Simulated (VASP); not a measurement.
An input for Quantum ESPRESSO's pw.x (written as the equivalent of a VASP run, and not itself run):

```
&CONTROL
  calculation = 'vc-relax'
  pseudo_dir = './pseudo'
  outdir = './out'
  tprnfor = .true.
  tstress = .true.
  nstep = 40
  forc_conv_thr = 0.00078
/
&SYSTEM
  ibrav = 0
  nat = 2
  ntyp = 2
  ecutwfc = 82.3
  occupations = 'smearing'
  smearing = 'gaussian'
  degauss = 0.003675
  input_dft = 'pbe'
/
&ELECTRONS
  conv_thr = 7.3e-08
  electron_maxstep = 100
/
&IONS
/
&CELL
/
ATOMIC_SPECIES
  Te 127.600 Te.upf
  Pb 207.200 Pb.upf
CELL_PARAMETERS angstrom
     0.0000000    3.2818671    3.2818671
     3.2818671    0.0000000    3.2818671
     3.2818671    3.2818671    0.0000000
ATOMIC_POSITIONS crystal
  Te   0.5000000  0.5000000  0.5000000
  Pb   0.0000000  0.0000000  0.0000000
K_POINTS automatic
  7 7 7 0 0 0
```

Question: Write the VASP files for the same calculation (PBE).

Answer: This is not unique; one that fits is 
### INCAR
```
SYSTEM = PbTe
PREC = Accurate
ENCUT = 500
EDIFF = 1E-6
NELM = 100
ALGO = Normal
LREAL = .FALSE.
LASPH = .TRUE.
ISMEAR = 0
SIGMA = 0.05
GGA = PE
LMAXMIX = 4
LWAVE = .FALSE.
LCHARG = .FALSE.
IBRION = 2
ISIF = 3
NSW = 40
EDIFFG = -0.02
```

**POSCAR**
```
PbTe
1
    0.0000000000     3.2818670601     3.2818670601
    3.2818670601     0.0000000000     3.2818670601
    3.2818670601     3.2818670601     0.0000000000
Te Pb
1 1
Direct
  0.5000000000   0.5000000000   0.5000000000
  0.0000000000   0.0000000000   0.0000000000
```

**KPOINTS**
```
Automatic mesh
0
Gamma
7 7 7
0 0 0
```

POTCAR, in this order: Te Pb_d (PBE.64 set). Program: vasp_std.

The two are equivalent in intent, not identical: the potentials are each code's own (VASP's PAW set, PseudoDojo norm-conserving files in pw.x), so ENCUT and ecutwfc are chosen apart and not converted; conv_thr bounds pw.x's estimated SCF error, while EDIFF bounds the energy change between steps; forc_conv_thr acts on force components and is met together with etot_conv_thr.

The compound is PbTe in the rock salt structure. It was relaxed first.
